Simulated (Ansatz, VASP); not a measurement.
# Zn3H: the functional in 2 programs

The structure is cubic, space group Fm-3m (No. 225). The conventional cell has a = 5.993 Å, b = 5.993 Å, c = 5.993 Å, α = 90.00°, β = 90.00°, γ = 90.00°. Zn (site symmetry m-3m) is surrounded by 8 Zn at 2.60 Å. Zn (site symmetry -43m) is surrounded by 4 Zn at 2.60 Å and 4 H at 2.60 Å. Around H (site symmetry m-3m) lie 8 Zn at 2.60 Å.

The cell comes from a database or a generator and needn't be the stable form of this composition.

Kept alike: task band structure; k mesh 6 × 6 × 6; occupations fermi-dirac, width 0.05 eV; no spin polarisation. The mesh is that of the run's cell of 4 atoms. No spin-orbit coupling.

- A: Ansatz, Ansatz PAW, made for PBE, cutoff 420 to 500 eV
- B: VASP; PBE PAW files H, Zn, 520 eV (BLYP, PBE, PBEsol, RPBE, r2SCAN, revPBE); LDA PAW files H, Zn, 520 eV (LDA)

```csv
functional,A: pressure (GPa),B: pressure (GPa)
BLYP,5.32,5.60
LDA,-7.36,?
PBE,-0.01,0.26
PBEsol,-4.51,-4.24
RPBE,2.71,2.94
r2SCAN,-3.37,-3.06
revPBE,1.96,2.20
```

Pressure is positive in compression; plane-wave values hold the error of the finite cutoff, which Ansatz corrects. Values on potentials made for another functional: A at BLYP, LDA, PBEsol, RPBE, r2SCAN, revPBE; B at BLYP, PBEsol, RPBE, r2SCAN, revPBE. For a metal such a mesh leaves the last digits unconverged.

Q: Estimate the value left open.

A: In the median of the other rows B lies +0.27 GPa from the other column, which points to -7.09; the run gave -7.04 GPa, +0.05 from it.
